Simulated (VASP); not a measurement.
Consider the following.

```yaml
crystal:
  lattice:
    - [0.00000, 2.47303, 2.47303]
    - [2.47303, 0.00000, 2.47303]
    - [2.47303, 2.47303, 0.00000]
  atoms:
    - { symbol: Gd, position: [0.00000, 0.00000, 0.00000] }
    - { symbol: N, position: [0.50000, 0.50000, 0.50000] }
```

All values below come from SCAN meta-GGA, VASP's PBE PAW potentials (set 64) (plane waves; VASP). Settings: 520 eV cut-off, 9×9×9 Γ-centred mesh, Gaussian smearing of 0.050 eV, potentials Gd_3 N.

The 4f electrons are frozen in the core of the lanthanide potential, so 4f levels, which can set the real gap, and their magnetism are missing.

**Question.** What does the run give for the energy per atom (σ→0)?

**Answer.** 
```yaml
energy per atom (σ→0): -29.504 eV/atom
```

The compound is GdN in the rock salt structure. It was relaxed first.
